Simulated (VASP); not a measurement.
Input:

```xyz
4
Lattice="-1.8533 1.8533 6.2745 1.8533 -1.8533 6.2745 1.8533 1.8533 -6.2745" Properties=species:S:1:pos:R:3 pbc="T T T"
Nb     0.0000     0.0000     9.4118
Nb     0.0000     1.8533     0.0000
Te     0.0000     0.0000     2.0831
Te     0.0000     1.8533     5.2204
```

These are PBE GGA, VASP's PBE PAW potentials (set 64) (plane waves; VASP) values and carry that method's errors. Run with 400 eV cut-off, KSPACING 0.8 per Å, Gaussian smearing of 0.050 eV, potentials Nb_sv Te.

Gaps are read on the run's mesh, which can miss a band edge. Unless said otherwise, spin-orbit coupling is left out, though it shifts the bands of the heavy elements here.

Task: Predict the energy per atom (σ→0), pressure, largest force, band gap (on the k-mesh) with the smallest direct gap where there is one.

Result: 
The band gap (on the k-mesh) is none (metal, semimetal or under 0.01 eV). The energy per atom (σ→0) comes out as -6.763 eV/atom and the pressure is 1.74 GPa. The largest force comes out as 0.495 eV/Å.

Total energies compare only between runs with the same potentials, cut-off and functional.

The structure was generated: NbTe was put into the NbAs type (I4_1md), which need not be its known phase. The cell was not relaxed at this level. The run is one of a series of settings (KGAMMA = .TRUE., KSPACING = 0.8, KPOINTS file removed against the base run), some of them coarse on purpose.
